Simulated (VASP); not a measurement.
An input for Ansatz (written as the equivalent of a VASP run, and not itself run):

Ansatz 0.2 input:
```yaml
crystal:
  lattice:
    - [4.4014290, 0.0000000, 0.0000000]
    - [0.0000000, 4.4014290, 0.0000000]
    - [0.0000000, 0.0000000, 5.5461680]
  atoms:
    - { symbol: As, position: [0.5000000, 0.0000000, 0.2368000] }
    - { symbol: As, position: [0.0000000, 0.5000000, 0.7632000] }
    - { symbol: Sb, position: [0.0000000, 0.0000000, 0.0000000] }
    - { symbol: Sb, position: [0.5000000, 0.5000000, 0.0000000] }
kpoints:
  mp_grid: { grid: [4, 4, 3] }
hamiltonian:
  xc: pbe
  pseudopotentials: { kind: paw }
scf:
  occupations: { method: gaussian, width: 0.272 }
  max_iter: 100
output: { forces: true, stress: true, eigenvalues: true }
```

Problem. Translate this input to VASP (INCAR, KPOINTS, POSCAR, choice of POTCAR).

Solution. One answer among several that fit: 
**POSCAR**
```
SbAs
1
    4.4014290000     0.0000000000     0.0000000000
    0.0000000000     4.4014290000     0.0000000000
    0.0000000000     0.0000000000     5.5461680000
As Sb
2 2
Direct
  0.5000000000   0.0000000000   0.2368000000
  0.0000000000   0.5000000000   0.7632000000
  0.0000000000   0.0000000000   0.0000000000
  0.5000000000   0.5000000000   0.0000000000
```

**INCAR**
```
SYSTEM  =  SbAs
PREC  =  Accurate; ENCUT  =  300; LREAL  =  .FALSE.
LASPH  =  .TRUE.
EDIFF  =  1E-6; NELM  =  100; ALGO  =  Normal
LMAXMIX  =  4
ISMEAR  =  0; SIGMA  =  0.272
GGA  =  PE
ISIF  =  2
LWAVE  =  .FALSE.; LCHARG  =  .FALSE.
```

**KPOINTS**
```
Automatic mesh
0
Gamma
4 4 3
0 0 0
```

POTCAR, in this order: As Sb (PBE.64 set). Program: vasp_std.

What does not carry over: each code has its own PAW files, so the cut-off isn't converted (ENCUT is set for VASP's; basis.ecutwfc is left out, and Ansatz then takes the one that its files recommend); Ansatz stops its SCF on the density residual and VASP on the energy change (EDIFF).

The structure was generated: SbAs was put into an ordered model structure, which need not be its known phase. The cell was not relaxed at this level, and its volume differs by -5.9 % from the start's. The k-mesh is coarse (spacing up to 0.38 per Å, 2π included), so the numbers may not be converged in it.
